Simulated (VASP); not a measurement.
TaN:

```
Ta N
1.0
     0.00000    2.19500    2.19500
     2.19500    0.00000    2.19500
     2.19500    2.19500    0.00000
Ta N
1 1
Direct
  0.00000 0.00000 0.00000
  0.50000 0.50000 0.50000
```

The cell was built by a generator and needn't be a form met in nature.

* Program: VASP 6.6.1
* Task: relaxation of cell and atoms
* Functional: LDA
* Potentials or basis: VASP PAW LDA potentials, release 64 (Ta_pv, N)
* Cutoff: 600 eV
* k mesh: 16 × 16 × 16
* Occupations: methfessel-paxton, width 0.1 eV
* Spin: no spin polarisation

At the start: pressure -8.3 GPa; volume 10.58 Å³/atom.

Problem. Where does the relaxation end?

Solution. Over 4 steps the energy falls by 6.4 meV/atom and the volume is 10.33 Å³/atom (-2.3 %); space group Fm-3m (No. 225, to 0.05 Å).

Step by step:
```
step  energy change (eV)  largest force (eV/Å)  pressure (GPa)  volume (Å³)
   1              0.0000                0.0000           -8.32        21.15
   2              0.0700                0.0000           24.25        19.51
   3             -0.0129                0.0000           -0.28        20.68
   4             -0.0129                0.0000            0.03        20.66
```

Final structure:
```yaml
crystal:
  lattice:
    - [0.00000, 2.17794, 2.17794]
    - [2.17794, 0.00000, 2.17794]
    - [2.17794, 2.17794, 0.00000]
  atoms:
    - { symbol: Ta, position: [0.00000, 0.00000, 0.00000] }
    - { symbol: N, position: [0.50000, 0.50000, 0.50000] }
```
